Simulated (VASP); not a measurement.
Here is the system:

```
Re
1.0
    1.37748    -2.38586     0.00000
    1.37748     2.38586     0.00000
    0.00000     0.00000     4.45811
Re
2
Direct
  0.33333   0.66667   0.25000
  0.66667   0.33333   0.75000
```

Computed with PBE GGA with D3 dispersion (Becke-Johnson damping), VASP's PBE PAW potentials (set 64) (plane waves; VASP). Run with 520 eV cut-off, Gaussian smearing of 0.050 eV, potentials Re.

Give the energies of bands 1 to 10 at the high-symmetry points, in eV from the Fermi level.

| band | Γ | M | K | A | L | H |
|---|---|---|---|---|---|---|
| 1 | -9.89 | -6.00 | -5.24 | -7.54 | -6.31 | -4.56 |
| 2 | -6.65 | -5.85 | -4.05 | -7.54 | -6.31 | -4.56 |
| 3 | -1.61 | -5.27 | -4.05 | -2.40 | -4.12 | -3.74 |
| 4 | -1.58 | -1.93 | -3.37 | -2.40 | -4.12 | -3.74 |
| 5 | -1.58 | -1.72 | -2.14 | -1.70 | 0.41 | -2.15 |
| 6 | -0.74 | -1.39 | -2.14 | -1.70 | 0.41 | -2.15 |
| 7 | -0.74 | -0.61 | -0.03 | -1.70 | 0.94 | 0.07 |
| 8 | 0.21 | 4.02 | 3.05 | -1.70 | 0.94 | 0.07 |
| 9 | 0.21 | 4.39 | 3.05 | 2.57 | 4.33 | 3.40 |
| 10 | 0.61 | 4.55 | 3.51 | 2.57 | 4.33 | 3.40 |

It has no gap at this level: it comes out as a metal or semimetal.

The compound is Re in the hcp structure. It was relaxed first.
